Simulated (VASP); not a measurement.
Write the native input for VASP 6.6.1 that does the following.

| Property | Result |
| --- | --- |
| Task | atomic charges |
| Functional | PBEsol |
| Dispersion | D3(BJ) |
| Potentials or basis | VASP PAW PBE potentials, release 64 (Nb_sv, Cu, Mg) |
| Cutoff | 520 eV |
| k mesh | 6 × 5 × 5 |
| Occupations | methfessel-paxton, width 0.2 eV |
| Spin | no spin polarisation |
| Further INCAR settings | ALGO = Normal; EDIFF = 1e-07 |

The structure of Mg6NbCu lies in POSCAR:

```
Mg6NbCu
1.0
    4.8366060000      0.0000000000      0.0000000000
    0.0000000000      3.0262720000      5.4042555000
    0.0000000000     -3.0262720000      5.4042555000
Nb Cu Mg
1 1 6
Cartesian
    2.4568072204     -0.0108643165      7.2566829662
   -0.0067615752     -0.0195376120      8.7786618257
    2.4180466599     -0.0964321573      1.7657161867
    2.4899428081     -1.6007163117      4.4758692562
    2.4393277263      1.5195335390      4.4376827868
    0.0224128322     -0.0133065180      3.6516824626
   -0.0673981046     -1.4366953956      6.3578958298
   -0.1100569695      1.4418037427      6.3260755734
```

The cell comes from a database or a generator and needn't be the stable form of this composition.

The cell isn't the ideal one: atoms moved at random, drawn with an rms of 0.1 Å.

The input as run:

INCAR

```
PREC     = Accurate       # precision mode
ENCUT    = 520            # plane-wave cutoff, eV
EDIFF    = 1E-7           # SCF threshold, eV
ISMEAR   = 1              # smearing method
SIGMA    = 0.2            # smearing width, eV
LREAL    = F              # projectors in reciprocal space
LASPH    = T              # aspherical terms in the spheres
NELM     = 60             # most SCF steps
ALGO     = Normal         # electronic algorithm
ISIF     = 2              # what is computed and relaxed
LWAVE    = F              # write WAVECAR
LCHARG   = T              # write CHGCAR
GGA      = PS             # functional
IVDW     = 12             # dispersion correction
LORBIT   = 11             # projections on sites
LELF     = T              # ELF
LVHAR    = T
```

KPOINTS

```
Automatic mesh
0
Gamma
  6 5 5
```

Potentials or basis: VASP PAW PBE potentials, release 64 (Nb_sv, Cu, Mg).

Command:

```console
$ cat potpaw_PBE.64/Nb_sv/POTCAR potpaw_PBE.64/Cu/POTCAR potpaw_PBE.64/Mg/POTCAR > POTCAR
$ mpirun -np 1 vasp_std > vasp.out
```

Results of the run:

| Quantity | Value |
| --- | --- |
| Pressure | -3.8 GPa |
| Largest force | 0.707 eV/Å |
| Band gap on the k mesh | none (metal or under the smearing width) |
| Valence electrons inside the program's atomic spheres | Nb 10.57; Cu 9.86; Mg 0.40, 0.38, 0.35, 0.39 |
| Dispersion energy per atom | -0.344 eV |

Caveat: the PAW data sets were made with another functional, which shifts forces and pressure a little; pairwise dispersion overbinds metals, which lowers pressure and volume.

Wall time 6.1 min on 1 thread of Intel(R) Xeon(R) Platinum 8488C (Sapphire Rapids), with other jobs on the host, peak memory 0.5 GiB.
